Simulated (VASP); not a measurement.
All values below come from HSE06 screened hybrid, VASP's PBE PAW potentials (set 64) (plane waves; VASP).

The input files of a VASP run:

### INCAR
```
ISYM = 0
SYSTEM = Ga35CN36
EDIFF = 1E-5   # SCF stop (eV)
LASPH = .True.   # aspherical one-centre terms
GGA = PE
AEXX = 0.25
LHFCALC = .True.
SIGMA = 0.05   # width (eV)
PREC = Normal
ENCUT = 400   # plane-wave cut-off (eV)
ALGO = Normal   # blocked Davidson
LCHARG = .False.
LREAL = Auto   # projection in real space or not
NELMIN = 4
NELECT = 290.0
PRECFOCK = Fast
HFSCREEN = 0.2   # 1/Angstrom
ISMEAR = 0   # Gaussian
LMAXMIX = 4
ISIF = 0
LWAVE = .False.
NELM = 50   # most electronic steps
```

**KPOINTS**
```
Automatic mesh
0
Gamma
1 1 1
0 0 0
```

### POSCAR
```
Ga35CN36
1
    4.8683178927    -8.4321738171     0.0000000000
    4.8683178927     8.4321738171     0.0000000000
    0.0000000000     0.0000000000    10.5562839806
Ga N C
35 36 1
Direct
  0.2224372778   0.1115398807   0.2498387707
  0.1126664023   0.2248782462   0.0001749339
  0.2222037309   0.1110073201   0.7517254846
  0.1179933966   0.2266149836   0.5008881127
  0.2298494737   0.4482159847   0.2558169623
  0.1126812398   0.5545632521   0.0002504596
  0.2250580337   0.4459038216   0.7411589929
  0.1182088291   0.5579506437   0.5009215197
  0.2224620300   0.7775501180   0.2498801045
  0.1111973805   0.8889157678   0.0009407581
  0.2222841326   0.7780661533   0.7517156834
  0.1111799333   0.8889011336   0.5009190046
  0.5562709885   0.1112792203   0.2509279736
  0.4454468840   0.2246030227   0.0003263577
  0.5559614965   0.1112684527   0.7507574811
  0.4421203646   0.2265485965   0.5009501233
  0.5516697270   0.4482608081   0.2557752185
  0.4444877644   0.5554341143   0.9966518124
  0.5545814199   0.4456845023   0.7413175507
  0.5515969343   0.7697495384   0.2557031542
  0.4454347551   0.8873581816   0.0003653166
  0.5544836181   0.7753066585   0.7413808758
  0.4421792150   0.8819249738   0.5009847814
  0.8884528952   0.1112820363   0.2508937485
  0.7778441045   0.2222164939   0.0003634127
  0.8889977996   0.1113488252   0.7507593369
  0.7778314788   0.2222420796   0.5009173988
  0.8884948851   0.4435807653   0.2509056047
  0.7752878048   0.5545002412   0.0003192443
  0.8889954360   0.4442599185   0.7507634854
  0.7734600759   0.5578349281   0.5009514439
  0.8883985097   0.7774605411   0.2498817751
  0.7752253926   0.8873712298   0.0003416785
  0.8892582969   0.7780077858   0.7518922708
  0.7734907012   0.8820485102   0.5010089654
  0.2220704891   0.1106507289   0.4380263209
  0.1128078914   0.2258600103   0.1913122177
  0.2224471569   0.1116374133   0.9401779241
  0.1113606542   0.2219752240   0.6881291364
  0.2677193569   0.4670023910   0.4515298591
  0.1128776836   0.5536602454   0.1913412579
  0.2244494454   0.4456388458   0.9313096418
  0.1114549362   0.5562659186   0.6881733998
  0.2221360607   0.7779383598   0.4380447929
  0.1110904439   0.8888248833   0.1891013039
  0.2225585664   0.7775667119   0.9401126693
  0.1112070196   0.8889918806   0.6894758089
  0.5547700737   0.1105283030   0.4395140610
  0.4464010813   0.2258596533   0.1914307399
  0.5547720718   0.1106265293   0.9395617872
  0.4440260900   0.2217524574   0.6882043527
  0.5331845279   0.4670388948   0.4514131532
  0.4442741566   0.5552398694   0.1833602729
  0.5545330776   0.4453891344   0.9314038400
  0.4447049834   0.5555024540   0.6493915107
  0.5331056987   0.7323464752   0.4514546721
  0.4463241160   0.8869064827   0.1913364433
  0.5544494477   0.7756022957   0.9314942741
  0.4440854560   0.8888294040   0.6882190873
  0.8893972381   0.1106256596   0.4394965570
  0.7777750794   0.2220625273   0.1883313532
  0.8893167362   0.1106629727   0.9395543897
  0.7779723925   0.2222746773   0.6895497120
  0.8895743195   0.4452863076   0.4395016902
  0.7739869820   0.5535029361   0.1914245667
  0.8894135135   0.4452968591   0.9395584259
  0.7784797466   0.5561474720   0.6882082399
  0.8894259608   0.7779051791   0.4380420199
  0.7739537531   0.8868950207   0.1913809601
  0.8884540517   0.7775454924   0.9403054485
  0.7783522635   0.8889129556   0.6882232204
  0.4446890700   0.5555746450   0.5008950921
```

POTCAR, in this order: Ga N C (PBE.64 set). Program: vasp_gam. Read from the step before: WAVECAR.

The run wrote:

### OUTCAR
```
 ion  position               nearest neighbor table
   1  0.222  0.112  0.250-  45 1.98  36 1.99  49 1.99  37 1.99  10 3.23   4 3.23  16 3.23  14 3.24
                             2 3.24   5 3.24  17 3.24  12 3.25  24 3.25  13 3.25   9 3.25  32 3.25
   2  0.113  0.225  0.000-  38 1.98  62 1.99  42 2.00  37 2.02   6 3.21  18 3.22   3 3.23   1 3.24
                            26 3.24  14 3.24  25 3.25  24 3.25  10 3.26  33 3.29   5 3.29   7 3.31
   3  0.222  0.111  0.752-  47 1.98  51 1.99  39 1.99  38 1.99   2 3.23  10 3.23  14 3.23  16 3.23
                             4 3.23  34 3.24  11 3.24  12 3.24  26 3.25  15 3.25   7 3.25  19 3.25
   4  0.118  0.227  0.501-  36 1.97  39 1.98  60 2.03  40 2.11   7 3.14  16 3.16   5 3.19   8 3.23
                             3 3.23   1 3.23  12 3.26  26 3.27  24 3.27  27 3.29  35 3.35
   5  0.230  0.448  0.256-  53 1.96  37 2.00  41 2.00  40 2.09  20 3.13  17 3.13   8 3.19   4 3.19
                             1 3.24   9 3.24  18 3.28   2 3.29   6 3.29  28 3.30  24 3.30
   6  0.113  0.555  0.000-  46 1.98  66 1.99  42 2.00  41 2.02   2 3.21  18 3.23  11 3.23   9 3.24
                            30 3.24  21 3.24  25 3.25  28 3.25  10 3.26  29 3.28   5 3.29   7 3.31
   7  0.225  0.446  0.741-  39 1.97  43 1.97  42 2.01  55 2.09   8 3.14   4 3.14  22 3.21  19 3.21
                             3 3.25  11 3.25  30 3.27  26 3.27  18 3.27   2 3.31   6 3.31
   8  0.118  0.558  0.501-  44 1.97  43 1.98  64 2.03  40 2.11   7 3.14  23 3.15   5 3.19   4 3.23
                             9 3.23  11 3.23  12 3.26  30 3.27  28 3.27  27 3.29  31 3.36
   9  0.222  0.778  0.250-  45 1.98  44 1.99  57 1.99  41 1.99  10 3.23   8 3.23  23 3.23  21 3.24
                             6 3.24   5 3.24  20 3.24  12 3.25  13 3.25  28 3.25   1 3.25  32 3.25
  10  0.111  0.889  0.001-  70 1.98  38 1.98  46 1.98  45 1.99  34 3.23  11 3.23   1 3.23   3 3.23
                             9 3.23  32 3.23  14 3.26  21 3.26   6 3.26  29 3.26  33 3.26   2 3.26
  11  0.222  0.778  0.752-  47 1.98  59 1.99  43 1.99  46 1.99  10 3.23  21 3.23   6 3.23  23 3.23
                             8 3.23   3 3.24  12 3.24  34 3.24  15 3.25  30 3.25   7 3.25  22 3.25
  12  0.111  0.889  0.501-  68 1.98  36 1.98  44 1.99  47 1.99  11 3.24   3 3.24  34 3.24   9 3.25
                             1 3.25  32 3.25  35 3.26  16 3.26   4 3.26  31 3.26   8 3.26  23 3.26
...
```

### OSZICAR
```
       N       E                     dE             d eps       ncg     rms          rms(c)
DAV:   1    -0.524538918423E+03   -0.52454E+03   -0.22221E+01   370   0.123E+01    0.923E+00
DAV:   2    -0.524699201419E+03   -0.16028E+00   -0.74332E-01   440   0.152E+00    0.632E+00
DAV:   3    -0.524648495495E+03    0.50706E-01   -0.23589E-02   416   0.382E-01    0.368E+00
DAV:   4    -0.524627895912E+03    0.20600E-01   -0.17258E-02   416   0.238E-01    0.208E+00
DAV:   5    -0.524621796542E+03    0.60994E-02   -0.40706E-03   416   0.119E-01    0.115E+00
DAV:   6    -0.524619555758E+03    0.22408E-02   -0.95772E-04   416   0.717E-02    0.638E-01
DAV:   7    -0.524618807992E+03    0.74777E-03   -0.38179E-04   416   0.475E-02    0.352E-01
DAV:   8    -0.524618567605E+03    0.24039E-03   -0.10975E-04   416   0.256E-02    0.195E-01
DAV:   9    -0.524618491771E+03    0.75834E-04   -0.37107E-05   322   0.141E-02    0.107E-01
DAV:  10    -0.524618470719E+03    0.21053E-04   -0.14411E-05   208   0.887E-03    0.586E-02
DAV:  11    -0.524618466484E+03    0.42343E-05   -0.61978E-06   224   0.480E-03
   1 F= -.52461847E+03 E0= -.52461847E+03  d E =-.780767E-11
```

OUTCAR:
```
------------------------ aborting loop because EDIFF is reached ----------------------------------------
  volume of cell :      866.68
      direct lattice vectors                 reciprocal lattice vectors
     4.868317893 -8.432173817  0.000000000     0.102704879 -0.059296690  0.000000000
     4.868317893  8.432173817  0.000000000     0.102704879  0.059296690  0.000000000
     0.000000000  0.000000000 10.556283981     0.000000000  0.000000000  0.094730305
  FREE ENERGIE OF THE ION-ELECTRON SYSTEM (eV)
  ---------------------------------------------------
  free  energy   TOTEN  =      -524.6184664844 eV

  energy  without entropy=     -524.6184664844  energy(sigma->0) =     -524.61846648

  exchange ACFDT corr.  =         0.00000000  see jH, gK, PRB 81, 115126
```
(Selected blocks of OUTCAR.)

The cell is charged, with a uniform compensating background. The supercell is sampled at Γ alone, which is coarse: total energies, pressure and levels can be off, energies of defects by several tenths of an eV.

The cell is a supercell with a defect, built from GaN (wurtzite): C_Ga, charge -1. The cell's shape comes from a PBE relaxation. The run is not spin-polarised, so no state with unpaired spins was tried.
